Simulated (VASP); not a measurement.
## Hf2Pd2Se2Br2O3 under changes of volume

One of the cells (30.641 Å³/atom); the others are scaled copies at fixed shape and fractional positions:

```
Hf Pd Se Br O
1.0
     7.63690   -1.72103   -1.18355
     7.63690    1.72103   -1.18355
    -2.03787    0.00000   13.13799
Hf Pd Se Br O
2 2 2 2 3
Direct
  0.94514 0.94514 0.06144
  0.60628 0.60628 0.28309
  0.17920 0.17920 0.50964
  0.32286 0.32286 0.74307
  0.92232 0.92232 0.84566
  0.78991 0.78991 0.58800
  0.58645 0.58645 0.04520
  0.24604 0.24604 0.28651
  0.59701 0.59701 0.42127
  0.38554 0.38554 0.07302
  0.03094 0.03094 0.22169
```

The cell was built by a generator and needn't be a form met in nature.

| Property | Result |
| --- | --- |
| Program | VASP 6.6.1 |
| Functional | PBE |
| Potentials or basis | VASP PAW PBE potentials, release 64 (Hf_pv, Pd, Se, Br, O) |
| Cutoff | 520 eV |
| k mesh | 8 × 8 × 2 |
| Occupations | fermi-dirac, width 0.05 eV |
| Spin | no spin polarisation |

```csv
volume (Å³/atom),energy over the lowest point (meV/atom),pressure (GPa),gap on the mesh (eV),largest force (eV/Å)
28.238,20.21,4.4,0.89,1.197
28.839,?,?,?,?
29.440,0.00,1.0,0.85,0.291
30.641,2.19,-1.6,0.81,0.494
31.242,10.26,-2.7,0.79,0.845
31.843,22.33,-3.8,0.77,1.173
```

Task: What does the run at 28.839 Å³/atom give?

Result: Energy over the lowest point 6.99 meV/atom; pressure 2.6 GPa; gap on the mesh 0.87 eV; largest force 0.728 eV/Å.

Worked out: A Birch-Murnaghan fit of order 3 (a polynomial in V^(-2/3)) to the other rows has its minimum at 29.90 Å³/atom with B0 = V·E''(V) = 68 GPa and B' = 4.5 at fixed shape and positions, which overstates the stiffness. It gives 6.98 meV/atom at 28.839 Å³/atom, against the run's 6.99, and -dE/dV = 2.7 GPa, against 2.6. A straight line through the other rows of the gap, of slope -0.998 eV per unit of ln V, gives 0.87 eV, against the run's 0.87.

Energies are extrapolated to zero smearing.

Caveats: spin-orbit coupling is left out, which moves the levels of the heavy elements; forces of over 1 eV/Å show positions far from the minimum, so gaps and moduli don't describe the material at rest (some runs).

A mesh can miss the band edges.
